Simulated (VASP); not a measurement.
Data:

```
CELL_PARAMETERS angstrom
     -1.57349     1.57349     2.48291
      1.57349    -1.57349     2.48291
      1.57349     1.57349    -2.48291
ATOMIC_POSITIONS crystal
  In 0.00000 0.00000 0.00000
```

These are LDA (Ceperley-Alder, Perdew-Zunger), VASP's LDA PAW potentials (set 64) (plane waves; VASP 6.6.1) values and carry that method's errors. Settings: 500 eV cut-off, 16×16×16 Γ-centred mesh, first-order Methfessel-Paxton smearing of 0.10 eV, potentials In_d.

Energy and stress use the plane-wave basis of the starting cell.

Question: The ions, cell shape and volume at an external pressure of 5.0 GPa are relaxed. Give the cell that the relaxation ends in.

Answer: 
```
CELL_PARAMETERS angstrom
     -1.53371     1.53371     2.41531
      1.53371    -1.53371     2.41531
      1.53371     1.53371    -2.41531
ATOMIC_POSITIONS crystal
  In 0.00000 0.00000 0.00000
```
Space group I4/mmm (139), at a tolerance of 0.03 Å.

Question: How do energy and volume change from the first to the last step?

Answer: The energy (σ→0) changes by +26.6 meV/atom and the volume by -7.6 %, in 5 ionic steps.

The compound is In in the bct structure. This run relaxes it under an external pressure of 5 GPa. Symmetry was kept, so distortions that lower it aren't found.
